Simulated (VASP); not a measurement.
An input for Ansatz (written as the equivalent of a VASP run, and not itself run):

Ansatz 0.2 input:
```yaml
crystal:
  lattice:
    - [3.9750130, 0.0000000, 0.0000000]
    - [-1.9875065, 3.4424626, 0.0000000]
    - [0.0000000, 0.0000000, 7.1669072]
  atoms:
    - { symbol: Cu, position: [0.3333330, 0.6666670, 0.6093360] }
    - { symbol: Cu, position: [0.6666670, 0.3333330, 0.3906640] }
    - { symbol: Cu, position: [0.3333330, 0.6666670, 0.9612835] }
    - { symbol: Cu, position: [0.6666670, 0.3333330, 0.0387165] }
    - { symbol: Cu, position: [0.0000000, 0.0000000, 0.8116750] }
    - { symbol: Cu, position: [0.0000000, 0.0000000, 0.1883250] }
    - { symbol: P, position: [0.6666670, 0.3333330, 0.7163195] }
    - { symbol: P, position: [0.3333330, 0.6666670, 0.2836805] }
kpoints:
  mp_grid: { grid: [10, 10, 5] }
hamiltonian:
  xc: pbesol
  pseudopotentials: { kind: paw }
scf:
  occupations: { method: tetrahedron }
  max_iter: 100
output: { forces: true, stress: true, eigenvalues: true }
```

Question: Translate this input to VASP (INCAR, KPOINTS, POSCAR, choice of POTCAR).

Answer: Several could match; the one computed here: 
INCAR:
```
# general
SYSTEM   =  Cu3P
PREC     =  Accurate
ENCUT    =  400   # plane-wave cut-off (eV)
LREAL    =  .FALSE.
LASPH    =  .TRUE.   # aspherical one-centre terms

# electronic loop
EDIFF    =  1E-7   # SCF stop (eV)
NELM     =  100   # most electronic steps
ALGO     =  Normal
LMAXMIX  =  4   # l cut-off of mixed one-centre charges

# smearing
ISMEAR   =  -5   # tetrahedra, Bloechl

# functional
GGA      =  PS   # PBEsol

# ions
ISIF     =  2   # forces and stress, cell fixed

# output
LWAVE    =  .FALSE.
LCHARG   =  .TRUE.
LORBIT   =  11
NEDOS    =  601   # DOS grid

# other
LEFG     =  .TRUE.
```

KPOINTS:
```
Automatic
0
G
  10 10 5
0 0 0
```

**POSCAR**
```
Cu3P
1
    3.9750129840     0.0000000000    -0.0000000000
   -1.9875064921     3.4424626440     0.0000000000
   -0.0000000000     0.0000000000     7.1669072336
Cu P
6 2
Direct
  0.3333330000   0.6666670000   0.6093359634
  0.6666670000   0.3333330000   0.3906640366
  0.3333330000   0.6666670000   0.9612835123
  0.6666670000   0.3333330000   0.0387164877
  0.0000000000   0.0000000000   0.8116749612
  0.0000000000   0.0000000000   0.1883250388
  0.6666670000   0.3333330000   0.7163195298
  0.3333330000   0.6666670000   0.2836804702
```

POTCAR, in this order: Cu P (PBE.64 set). Program: vasp_std.

What does not carry over: each code has its own PAW files, so the cut-off isn't converted (ENCUT is set for VASP's; basis.ecutwfc is left out, and Ansatz then takes the one that its files recommend); Ansatz stops its SCF on the density residual and VASP on the energy change (EDIFF); the field gradients of LEFG aren't asked of the other code.

The structure comes from a computed database's Cu3P entry (P-3m1); how it stands against other phases isn't given here. It was relaxed first.
